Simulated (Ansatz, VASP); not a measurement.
# Cross-check of HfO2 between VASP and Ansatz, part 3 of 3

Wanted: the spread between two codes on one cell, functional and k mesh. The cell is taken from a series of runs on this material, whose earlier steps may have relaxed, scaled, displaced or heated it; both programs get it as it stands.

VASP 6.6.1 and Ansatz 0.2.0.

So far: Starting point; VASP: zone-centre phonons, LDA, pair 1; Ansatz: zone-centre phonons, LDA, pair 1; Side by side; VASP: zone-centre phonons, LDA, pair 2; Ansatz: zone-centre phonons, LDA, pair 2.

### Step 8. VASP: zone-centre phonons, LDA, pair 3

Level of this step: LDA; plane waves and PAW (O, Hf_pv) (VASP).

Second derivatives magnify differences that forces hide, and they need a tight electronic threshold. The cell compared in this pair holds 30.97 Å³, against 30.66 Å³ for the pair before.

Contents of INCAR:

```
SYSTEM = HfO2
PREC = Accurate
ENCUT = 600
EDIFF = 1E-08
NELM = 120
ISMEAR = 0
SIGMA = 0.01
LREAL = .FALSE.
ALGO = Normal
GGA = PW92
NBANDS = 17
LASPH = .TRUE.
LORBIT = 11
LWAVE = .FALSE.
LCHARG = .FALSE.
ISIF = 2
IBRION = 8
LEPSILON = .TRUE.
GGA_COMPAT = .FALSE.
EFERMI = MIDGAP
KPAR = 2
```

Contents of POSCAR:

```
HfO2
1.0
    0.0000000000      2.4925020851      2.4925020851
    2.4925020851      0.0000000000      2.4925020851
    2.4925020851      2.4925020851      0.0000000000
O Hf
2 1
Direct
    0.2500000000      0.2500000000      0.2500000000
    0.7500000000      0.7500000000      0.7500000000
    0.0000000000      0.0000000000      0.0000000000
```

Contents of KPOINTS:

```
Automatic mesh
0
Gamma
8 8 8
0 0 0
```

The projector-augmented-wave data sets are O and Hf_pv (LDA family, release 64).

On the command line:

```sh
mpirun -np 2 vasp_std
```

Numbers of over 12 decimals in the logs are rounded to 6 here.

Output:

```text
[... set-up lines as in an earlier step ...]
 entering main loop
       N       E                     dE             d eps       ncg     rms          rms(c)
DAV:   1     0.100239382884E+03    0.10024E+03   -0.13993E+04   986   0.145E+03
DAV:   2    -0.349055512248E+02   -0.13514E+03   -0.13114E+03  1280   0.318E+02
DAV:   3    -0.386704731513E+02   -0.37649E+01   -0.37566E+01  1173   0.480E+01
DAV:   4    -0.386918064856E+02   -0.21333E-01   -0.21328E-01  1263   0.403E+00
[...]
DAV:  12    -0.330914459599E+02   -0.53242E-06   -0.59955E-06  1231   0.194E-02    0.200E-02
DAV:  13    -0.330914460115E+02   -0.51625E-07   -0.17171E-07  1261   0.372E-03    0.268E-03
DAV:  14    -0.330914460135E+02   -0.19384E-08   -0.29541E-09   770   0.516E-04
   1 F= -.33091446E+02 E0= -.33091446E+02  d E =0.000000E+00
 Linear response reoptimize wavefunctions to high precision
DAV:   1    -0.330914460136E+02   -0.13802E-09   -0.10800E-09   858   0.310E-04
DAV:   2    -0.330914460136E+02   -0.20691E-10   -0.11623E-10   565   0.886E-05
 Linear response G [H, r] |phi>, progress :
  Direction:   1
[...]
RMM:  13    -0.361455871569E+00   -0.44908E-08   -0.15035E-08  6236   0.642E-05    0.104E-05
 first order change of Fermi-energy   0.17255E-04
 force on displaced ion       1 direction 1 : -12.357  -0.000  -0.000
 Born effective charge ion    1 direction 1 :  -2.777   0.000   0.000
 Linear response progress:
  Degree of freedom:   2/  2
       N       E                     dE             d eps       ncg     rms          rms(c)
RMM:   1    -0.230258231610E+00   -0.23026E+00    0.22395E+00  2466   0.953E+00
RMM:   2    -0.222314491512E+00    0.79437E-02   -0.27800E-02  3025   0.114E+00    0.891E-01
RMM:   3    -0.221534128711E+00    0.78036E-03   -0.10175E-03  3661   0.150E-01    0.464E-01
RMM:   4    -0.220934609146E+00    0.59952E-03   -0.11050E-04  3955   0.589E-02    0.212E-01
[...]
RMM:  13    -0.220616720514E+00   -0.85028E-08   -0.22144E-07  3899   0.678E-05    0.296E-05
RMM:  14    -0.220616722976E+00   -0.24617E-08   -0.13587E-07  3514   0.631E-05    0.123E-05
RMM:  15    -0.220616725340E+00   -0.23645E-08   -0.25285E-08  3304   0.611E-05    0.512E-06
 first order change of Fermi-energy   0.95890E-04
 force on displaced ion       3 direction 1 :  -6.553   0.000   0.000
 Born effective charge ion    3 direction 1 :   5.554   0.000   0.000
 Born effective charges drift removed
 Linear response finished
```

Parts of OUTCAR (step 8):

```text
  Total       -0.2120772     -0.2120772     -0.2120772      0.0000000      0.0000000     -0.0000000
  in kB      -10.9715476    -10.9715476    -10.9715476      0.0000000      0.0000000     -0.0000000
  external PRESSURE =     -10.9715476 kB  Pullay stress =       0.0000000 kB

 POSITION                                       TOTAL-FORCE (eV/Angst)
 -----------------------------------------------------------------------------------
      1.24625      1.24625      1.24625         0.000000      0.000000      0.000000
      3.73875      3.73875      3.73875        -0.000000     -0.000000     -0.000000
      0.00000      0.00000      0.00000         0.000000     -0.000000     -0.000000
 -----------------------------------------------------------------------------------
    total drift:                                0.000000      0.000000      0.000000

 MACROSCOPIC STATIC DIELECTRIC TENSOR (including local field effects in DFT)
 ------------------------------------------------------
           5.332319     0.000000    -0.000000
           0.000000     5.332319    -0.000000
           0.000000     0.000000     5.332319
 ------------------------------------------------------

 MACROSCOPIC STATIC DIELECTRIC TENSOR IONIC CONTRIBUTION
 ------------------------------------------------------
          27.497965    -0.000000     0.000000
          -0.000000    27.497965    -0.000000
           0.000000    -0.000000    27.497965
 ------------------------------------------------------

[... 1 part as in an earlier step ...]

[... 1 further part left out ...]
```

### Step 9. Ansatz: zone-centre phonons, LDA, pair 3

The same cell, functional (in two slightly different forms) and mesh now go to Ansatz, which takes its cutoff from its data sets.

The cell is taken from a series of runs on this material, whose earlier steps may have relaxed, scaled, displaced or heated it; both programs get it as it stands.

Contents of input.yaml:

```yaml
crystal:
  lattice:
    - [0.0, 2.4925020851, 2.4925020851]
    - [2.4925020851, 0.0, 2.4925020851]
    - [2.4925020851, 2.4925020851, 0.0]
  atoms:
    - { symbol: O, position: [0.25, 0.25, 0.25] }
    - { symbol: O, position: [0.75, 0.75, 0.75] }
    - { symbol: Hf, position: [0.0, 0.0, 0.0] }
kpoints:
  mp_grid: { grid: [8, 8, 8] }
hamiltonian:
  xc: lda
  pseudopotentials: { kind: paw, azcp: { folder: soft_1 }, xc_functional: pbe }
scf:
  occupations: { method: fixed }
output:
  eigenvalues: true
phonons:
  method: dfpt
  dielectric: true
  rigid_motions: translations
```

On the command line:

```sh
ansatz run input.yaml --threads 4 --pin off --max-ram 10240MiB --backend cpu --events-out ev --progress --plain --runs-dir out
```

Output:

```text
[...]
Crystal: 3 atoms, lattice volume = 30.970 Å³
Basis set: ecut = 420 eV, 609 PW (Γ), exchange–correlation on 48×48×48 points (8 copies of the dense FFT grid, shifted against one another)
Bands: 23, of which v1, the nominal top of the filled ones, is band 19 counted from 1 (18 counted from 0)
Symmetry: 48 space group operations
k-points: 95 of 512 (irreducible under 4 space group operations, time reversal used)
[...]
optical modes at Γ + LO–TO along q̂ = [1.0000, 0.0000, 0.0000]:
      ω (cm⁻¹)  modes    IR ((D/Å)²/amu)
[...]
optical modes at Γ + LO–TO along q̂ = [0.0000, 1.0000, 0.0000]:
      ω (cm⁻¹)  modes    IR ((D/Å)²/amu)
[...]
637.80      1            26.6129
  optical modes at Γ + LO–TO along q̂ = [0.0000, 0.0000, 1.0000]:
      ω (cm⁻¹)  modes    IR ((D/Å)²/amu)
        258.69      2            53.2258
        605.60      3             0.0000
        637.80      1            26.6129
[key lines of the parts left out:]
SCF converged after 9 iterations
Free energy (F): -16593.617496 eV
Fermi energy:    15.425936 eV
```

### Step 10. Differences

What differs besides the data sets and the points named for the pairs above, as far as they apply: the data sets hold 38 valence electrons in Ansatz (on its PAW soft_1 files) and 22 in VASP. Total energies have different zeros and are not compared.

Compared:

| quantity | Ansatz | VASP | difference |
| --- | --- | --- | --- |
| ε∞ xx | 5.39 | 5.33 | +1.13 % |
| ε∞ yy | 5.39 | 5.33 | +1.13 % |
| ε∞ zz | 5.39 | 5.33 | +1.13 % |
| Born charge of O1 (mean of the diagonal) (e) | -2.80 | -2.78 | -0.02 |
| Born charge of Hf3 (mean of the diagonal) (e) | 5.59 | 5.55 | +0.04 |
| optical mode 1 to 3 (cm⁻¹) | 258.7 | 256.4 | +0.90 % |
| optical mode 4 to 6 (cm⁻¹) | 605.6 | 603.6 | +0.34 % |

Modes are paired by rising frequency, not by their patterns, so a pair may set unlike modes beside each other; they are those without the splitting of longitudinal modes.

### Step 11. Summary of results

```
r.m.s. difference of the optical zone-centre modes, each program's sorted by frequency (zone-centre phonons, LDA, pair 1) : 0.90 cm⁻¹
difference in ε∞ xx (zone-centre phonons, LDA, pair 1)                                                                    : +1.3 %
r.m.s. difference of the optical zone-centre modes, each program's sorted by frequency (zone-centre phonons, LDA, pair 2) : 1.5 cm⁻¹
difference in ε∞ xx (zone-centre phonons, LDA, pair 2)                                                                    : +1.2 %
r.m.s. difference of the optical zone-centre modes, each program's sorted by frequency (zone-centre phonons, LDA, pair 3) : 2.2 cm⁻¹
difference in ε∞ xx (zone-centre phonons, LDA, pair 3)                                                                    : +1.1 %
```

**Reading.** The r.m.s. difference of the optical zone-centre modes, each program's sorted by frequency is 0.90 cm⁻¹ (zone-centre phonons, LDA, pair 1). The data sets hold unlike numbers of valence electrons (38 in Ansatz and 22 in VASP), so part of the differences comes from the potentials. Among the rows given in per cent, the largest difference of the zone-centre phonons, LDA, pair 1 pair is in ε∞ xx, +1.3 %. Among the rows given in per cent, the largest difference of the zone-centre phonons, LDA, pair 2 pair is in ε∞ xx, +1.2 %. Among the rows given in per cent, the largest difference of the zone-centre phonons, LDA, pair 3 pair is in ε∞ xx, +1.1 %. How closely two codes agree says nothing of how well the functional describes the real material.

[Lines on the potential files, build, host, timing and source positions are cut from VASP's logs without a mark.]

[Logs are printed without paths, hosts, clocks, repeated set-up lines and the standing remarks that a program may print on its own settings, such as how far it seeks lower states.]

[Hosts, paths, dates, database ids (printed as entryN), source tags and the programs' standing remarks are cut or masked in the printed files.]
